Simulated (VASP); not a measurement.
LiBiS3:

```
Li Bi S
1.0
     4.56144    0.00000    0.00000
     0.00000    4.56144    0.00000
     0.00000    0.00000    4.56144
Li Bi S
1 1 3
Direct
  0.50000 0.50000 0.50000
  0.00000 0.00000 0.00000
  0.50000 0.50000 0.00000
  0.00000 0.50000 0.50000
  0.50000 0.00000 0.50000
```

The cell was built by a generator and needn't be a form met in nature.

- Program: VASP 6.6.1
- Task: relaxation of cell and atoms
- Functional: LDA
- Potentials or basis: VASP PAW LDA potentials, release 64 (Li_sv, Bi_d, S)
- Cutoff: 600 eV
- k mesh: 5 × 5 × 5
- Occupations: fermi-dirac, width 0.05 eV
- Spin: no spin polarisation

At the start: pressure -5.2 GPa; volume 18.98 Å³/atom.

Question: Where does the relaxation end?

Answer: Over 3 steps the energy falls by 26.5 meV/atom and the volume is 17.46 Å³/atom (-8.0 %); space group Pm-3m (No. 221, to 0.05 Å).

Step by step:
| step | energy change (eV) | largest force (eV/Å) | pressure (GPa) | volume (Å³) |
| --- | --- | --- | --- | --- |
| 1 | 0.0000 | 0.0000 | -5.18 | 94.91 |
| 2 | -0.1316 | 0.0000 | 0.52 | 86.72 |
| 3 | -0.1325 | 0.0000 | 0.00 | 87.30 |

Final structure:
```
CELL_PARAMETERS angstrom
4.43617 0.00000 0.00000
0.00000 4.43617 0.00000
0.00000 0.00000 4.43617
ATOMIC_POSITIONS crystal
Li 0.50000 0.50000 0.50000
Bi 0.00000 0.00000 0.00000
S 0.50000 0.50000 0.00000
S 0.00000 0.50000 0.50000
S 0.50000 0.00000 0.50000
```

Caveat: the cutoff is under 1.25 times the usual one of these potentials, so pressure, stress and relaxed cells hold a basis-set (Pulay) error.
